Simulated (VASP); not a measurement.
A convergence study with VASP on SiC (zinc blende): one setting is varied, all else stays as given below, so the limit is that of these other settings. Each run relaxes cell and ions from the cell shown. The basis is that of the starting cell, so low cut-offs carry a Pulay error.

```
CELL_PARAMETERS angstrom
      0.00000     2.18000     2.18000
      2.18000     0.00000     2.18000
      2.18000     2.18000     0.00000
ATOMIC_POSITIONS crystal
  Si 0.00000 0.00000 0.00000
  C  0.25000 0.25000 0.25000
```

Level of theory: PBEsol GGA, VASP's PBE PAW potentials (set 64) (plane waves; VASP). The tightest run used: 800 eV cut-off, 9×9×9 Γ-centred mesh, Gaussian smearing of 0.050 eV, potentials Si C.

Gaps are read on the run's mesh, which can miss a band edge.

```
setting      relaxed volume (Å³/atom)  E (eV/atom)  gap on the mesh (eV)  plane waves
-----------  ------------------------  -----------  --------------------  -----------
ENCUT = 250                     9.734      -7.9827                 1.251          194
ENCUT = 300                    10.018      -7.9656                 1.349          262
ENCUT = 350                    10.204      -7.9615                 1.377          331
```

These are the cheaper rows. Estimate the results at ENCUT = 800, and how far the last row shown lies from them.

| quantity | tightest run | last row shown is off by |
|---|---|---|
| relaxed volume (Å³/atom) | 10.348 | -0.145 |
| E (eV/atom) | -7.9601 | -0.0014 |
| gap on the mesh (eV) | 1.381 | -0.005 |

Left out are rungs that failed or repeat a setting and relaxations that didn't move; long series are thinned to 24 rows.

The compound is SiC in the zinc blende structure.
